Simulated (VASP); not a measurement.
# Si3N4 (Fd-3m) in VASP: notebook, part 2 of 2

VASP 6.6.1.

**3. Band structure, LDA**

Contents of INCAR:

```
SYSTEM = Si3N4
  ALGO = Fast
  EDIFF = 1E-6
  ENCUT = 520
  ISIF = 2
  ISMEAR = 0
  KPAR = 4
  LASPH = .TRUE.
  LCHARG = .FALSE.
  LREAL = .FALSE.
  LWAVE = .FALSE.
  NBANDS = 45
  NELM = 80
  PREC = Accurate
  SIGMA = 0.03
```

Contents of KPOINTS:

```
k-points
0
G
  6 6 6
  0 0 0
```

Contents of POSCAR:

```
Si3N4                                   
1.0
    0.0000000000      3.8722300466      3.8722300466
    3.8722300466      0.0000000000      3.8722300466
    3.8722300466      3.8722300466      0.0000000000
  Si              N             
     6     8
Direct
     0.1250000000000000    0.1250000000000000    0.6250000000000000
     0.1250000000000000    0.6250000000000000    0.1250000000000000
     0.6250000000000000    0.1250000000000000    0.1250000000000000
     0.1250000000000000    0.1250000000000000    0.1250000000000000
     0.7500000000000000    0.7500000000000000    0.7500000000000000
     0.5000000000000000    0.5000000000000000    0.5000000000000000
     0.3675589953097429    0.3675589953097429    0.3675589953097429
     0.3526769859292429    0.8824410046902571    0.8824410046902571
     0.8824410046902571    0.8824410046902571    0.3526769859292429
     0.8824410046902571    0.3526769859292429    0.8824410046902571
     0.3675589953097429    0.3675589953097429    0.8973230140707571
     0.3675589953097429    0.8973230140707571    0.3675589953097429
     0.8824410046902571    0.8824410046902571    0.8824410046902571
     0.8973230140707571    0.3675589953097429    0.3675589953097429
```

KPOINTS_OPT is that of step 2.

Potentials or basis: VASP PAW LDA potentials, release 64 (Si, N).

Started as:

```bash
$ cat potpaw_LDA.64/Si/POTCAR potpaw_LDA.64/N/POTCAR > POTCAR
$ mpirun -np 4 vasp_std > vasp.out
```

OUTCAR:

```text
SYSTEM = Si3N4
   EDIFF = 1E-6
   ENCUT = 520
   ISIF = 2
   ISMEAR = 0
   LASPH = .TRUE.
   LREAL = .FALSE.
   NELM = 80
   PREC = Accurate

 ion  position               nearest neighbor table
   1  0.125  0.125  0.625-   7 1.88  13 1.88  10 1.88  12 1.88   8 1.88  14 1.88   4 2.74   2 2.74
                             3 2.74   4 2.74   2 2.74   3 2.74
   2  0.125  0.625  0.125-   7 1.88  13 1.88   8 1.88  14 1.88   9 1.88  11 1.88   4 2.74   1 2.74
                             1 2.74   3 2.74   4 2.74   3 2.74
   3  0.625  0.125  0.125-   7 1.88  13 1.88  12 1.88  10 1.88   9 1.88  11 1.88   4 2.74   1 2.74
                             2 2.74   1 2.74   2 2.74   4 2.74
   4  0.125  0.125  0.125-   8 1.88   9 1.88  10 1.88  11 1.88  12 1.88  14 1.88   1 2.74   2 2.74
                             3 2.74   1 2.74   2 2.74   3 2.74
   5  0.750  0.750  0.750-   8 1.78   9 1.78  10 1.78  13 1.78
   6  0.500  0.500  0.500-  11 1.78  12 1.78  14 1.78   7 1.78
   7  0.368  0.368  0.368-   6 1.78   2 1.88   3 1.88   1 1.88
   8  0.353  0.882  0.882-   5 1.78   4 1.88   2 1.88   1 1.88
[... 971 lines left out ...]

  FORCE on cell =-STRESS in cart. coord.  units (eV):
  Direction    XX          YY          ZZ          XY          YZ          ZX
  --------------------------------------------------------------------------------------
  -------------------------------------------------------------------------------------
  Total       -4.2142843     -4.2142843     -4.2142843     -0.0000000      0.0000000      0.0000000
  in kB      -58.1461506    -58.1461506    -58.1461506     -0.0000000      0.0000000      0.0000000
  external PRESSURE =     -58.1461506 kB  Pullay stress =       0.0000000 kB

 VOLUME and BASIS-vectors are now :
 -----------------------------------------------------------------------------
  energy-cutoff  :      520.00
  volume of cell :      116.12
      direct lattice vectors                 reciprocal lattice vectors
     0.000000000  3.872230047  3.872230047    -0.129124560  0.129124560  0.129124560
     3.872230047  0.000000000  3.872230047     0.129124560 -0.129124560  0.129124560
     3.872230047  3.872230047  0.000000000     0.129124560  0.129124560 -0.129124560

 POSITION                                       TOTAL-FORCE (eV/Angst)
 -----------------------------------------------------------------------------------
      2.90417      2.90417      0.96806         0.000000      0.000000      0.000000
      2.90417      0.96806      2.90417         0.000000      0.000000      0.000000
      0.96806      2.90417      2.90417         0.000000      0.000000      0.000000
      0.96806      0.96806      0.96806         0.000000      0.000000      0.000000
      5.80835      5.80835      5.80835         0.000000      0.000000      0.000000
      3.87223      3.87223      3.87223         0.000000      0.000000      0.000000
      2.84655      2.84655      2.84655        -0.030344     -0.030344     -0.030344
      6.83403      4.78266      4.78266         0.030344     -0.030344     -0.030344
      4.78266      4.78266      6.83403        -0.030344     -0.030344      0.030344
      4.78266      6.83403      4.78266        -0.030344      0.030344     -0.030344
      4.89791      4.89791      2.84655         0.030344      0.030344     -0.030344
      4.89791      2.84655      4.89791         0.030344     -0.030344      0.030344
      6.83403      6.83403      6.83403         0.030344      0.030344      0.030344
      2.84655      4.89791      4.89791        -0.030344      0.030344      0.030344
 -----------------------------------------------------------------------------------
    total drift:                                0.000000      0.000000      0.000000

  FREE ENERGIE OF THE ION-ELECTRON SYSTEM (eV)
  ---------------------------------------------------
  free  energy   TOTEN  =      -125.5222905390 eV

  energy  without entropy=     -125.5222905390  energy(sigma->0) =     -125.52229054
```

OSZICAR:

```text
N       E                     dE             d eps       ncg     rms          rms(c)
DAV:   1     0.234475374725E+03    0.23448E+03   -0.32584E+04  1440   0.135E+03
DAV:   2    -0.123335409326E+03   -0.35781E+03   -0.34277E+03  1821   0.267E+02
DAV:   3    -0.139693197197E+03   -0.16358E+02   -0.16243E+02  1840   0.576E+01
DAV:   4    -0.139867290401E+03   -0.17409E+00   -0.17368E+00  1792   0.655E+00
DAV:   5    -0.139870462911E+03   -0.31725E-02   -0.31695E-02  1800   0.799E-01    0.271E+01
RMM:   6    -0.125616272522E+03    0.14254E+02   -0.43212E+01  1514   0.244E+01    0.122E+01
RMM:   7    -0.125696971912E+03   -0.80699E-01   -0.79967E+00  1673   0.993E+00    0.586E+00
RMM:   8    -0.125541788075E+03    0.15518E+00   -0.73359E-01  1652   0.425E+00    0.137E+00
RMM:   9    -0.125524214741E+03    0.17573E-01   -0.55838E-02  1774   0.119E+00    0.473E-01
RMM:  10    -0.125524102846E+03    0.11190E-03   -0.65005E-02  1770   0.938E-01    0.356E-01
[... 168 further cycles ...]
DAV:   9     0.241573195087E+04   -0.77313E-07     1216
       N       E                     dE             ncg
DAV:   1     0.105514719906E+05   -0.16644E+05     1260
DAV:   2     0.589857442469E+04   -0.46529E+04     1594
DAV:   3     0.569874066166E+04   -0.19983E+03     1624
DAV:   4     0.569673691913E+04   -0.20037E+01     1512
DAV:   5     0.569670184343E+04   -0.35076E-01     1560
DAV:   6     0.569670081714E+04   -0.10263E-02     1576
DAV:   7     0.569670078162E+04   -0.35511E-04     1408
DAV:   8     0.569670078005E+04   -0.15718E-05     1208
DAV:   9     0.569670077997E+04   -0.79021E-07     1128
```

stdout:

```text
POSCAR found type information on POSCAR SiN
 POSCAR found :  2 types and      14 ions
 scaLAPACK will be used
 LDA part: xc-table for (Slater(with rela. corr.)+CA(PZ))
 , standard interpolation
 POSCAR, INCAR and KPOINTS ok, starting setup
 FFT: planning ... GRIDC
 FFT: planning ... GRID_SOFT
 FFT: planning ... GRID
 WAVECAR not read
 entering main loop
 Start KPOINTS_OPT (optional k-point list driver)
k-point batch [1-16\302]
k-point batch [17-32\302]
k-point batch [33-48\302]
k-point batch [49-64\302]
k-point batch [65-80\302]
k-point batch [81-96\302]
[... 11 lines left out ...]
k-point batch [273-288\302]
k-point batch [289-302\302]
```

Run time: 3.5 min. Hardware: 4 MPI ranks of Intel Xeon 6975P-C (Granite Rapids), shared host; peak memory 0.26 GiB.

Results:

- Free energy: -125.5223 eV
- Pressure: -5.8 GPa
- Largest force: 0.053 eV/Å
- Band gap on the k mesh: 3.26 eV, indirect (least direct gap 3.30 eV)
- Band gap along the path: 3.27 eV, indirect (least direct gap 3.30 eV)

Forces in eV/Å, atoms in the order of the input:
```
Si   0.000  0.000  0.000
Si   0.000  0.000  0.000
Si   0.000  0.000  0.000
Si   0.000  0.000  0.000
Si   0.000  0.000  0.000
Si   0.000  0.000  0.000
N   -0.030 -0.030 -0.030
N    0.030 -0.030 -0.030
N   -0.030 -0.030  0.030
N   -0.030  0.030 -0.030
N    0.030  0.030 -0.030
N    0.030 -0.030  0.030
N    0.030  0.030  0.030
N   -0.030  0.030  0.030
```

Levels at the corners of the path, in eV from the valence-band top:
```csv
point,band 28,band 29,band 30,band 31,band 32,band 33,band 34,band 35,band 36,band 37
Γ,-0.17,-0.17,-0.04,-0.04,-0.04,3.27,3.27,3.27,4.90,6.17
X,-1.70,-1.12,-1.12,-0.45,-0.45,6.57,6.57,6.87,6.87,7.76
X,-1.70,-1.12,-1.12,-0.45,-0.45,6.57,6.57,6.87,6.87,7.76
W,-2.02,-1.06,-1.06,-0.76,-0.76,6.54,6.54,7.09,7.09,8.11
W,-2.02,-1.06,-1.06,-0.76,-0.76,6.54,6.54,7.09,7.09,8.11
K,-1.75,-1.47,-1.23,-1.01,-0.23,6.10,6.59,6.82,7.07,7.80
K,-1.75,-1.47,-1.23,-1.01,-0.23,6.10,6.59,6.82,7.07,7.80
Γ,-0.17,-0.17,-0.04,-0.04,-0.04,3.27,3.27,3.27,4.90,6.17
Γ,-0.17,-0.17,-0.04,-0.04,-0.04,3.27,3.27,3.27,4.90,6.17
L,-0.84,-0.48,-0.48,-0.35,-0.35,4.86,5.65,5.65,6.26,6.73
L,-0.84,-0.48,-0.48,-0.35,-0.35,4.86,5.65,5.65,6.26,6.73
U,-1.75,-1.47,-1.23,-1.01,-0.23,6.10,6.59,6.82,7.07,7.80
U,-1.75,-1.47,-1.23,-1.01,-0.23,6.10,6.59,6.82,7.07,7.80
W,-2.02,-1.06,-1.06,-0.76,-0.76,6.54,6.54,7.09,7.09,8.11
W,-2.02,-1.06,-1.06,-0.76,-0.76,6.54,6.54,7.09,7.09,8.11
L,-0.84,-0.48,-0.48,-0.35,-0.35,4.86,5.65,5.65,6.26,6.73
L,-0.84,-0.48,-0.48,-0.35,-0.35,4.86,5.65,5.65,6.26,6.73
K,-1.75,-1.47,-1.23,-1.01,-0.23,6.10,6.59,6.82,7.07,7.80
U,-1.75,-1.47,-1.23,-1.01,-0.23,6.10,6.59,6.82,7.07,7.80
X,-1.70,-1.12,-1.12,-0.45,-0.45,6.57,6.57,6.87,6.87,7.76
```

**4. Against experiment**

Step 2. A measured gap of Si3N4 is 4.8 eV (optical; powder; quoted in “Photoluminescence and electronic transitions in cubic silicon nitride”, 2016, pmc:4698759); the calculated 3.40 eV misses it by -1.40 eV. 2 values of this kind are on record (4.3 to 4.8 eV); this one was drawn at random, those with a stated uncertainty first. The value is that of PBE, without temperature or zero-point motion. Semilocal functionals fall short of measured gaps as a rule. The cell is a database's relaxed one, not the measured one, which moves gaps too.

Step 3. Against the measured gap of Si3N4, 4.8 eV (optical; powder; quoted in “Photoluminescence and electronic transitions in cubic silicon nitride”, 2016, pmc:4698759), the calculated 3.27 eV is off by -1.53 eV. 2 values of this kind are on record (4.3 to 4.8 eV); this one was drawn at random, those with a stated uncertainty first. The value is that of LDA, without temperature or zero-point motion. Semilocal functionals fall short of measured gaps as a rule. The cell is a database's relaxed one, not the measured one, which moves gaps too.
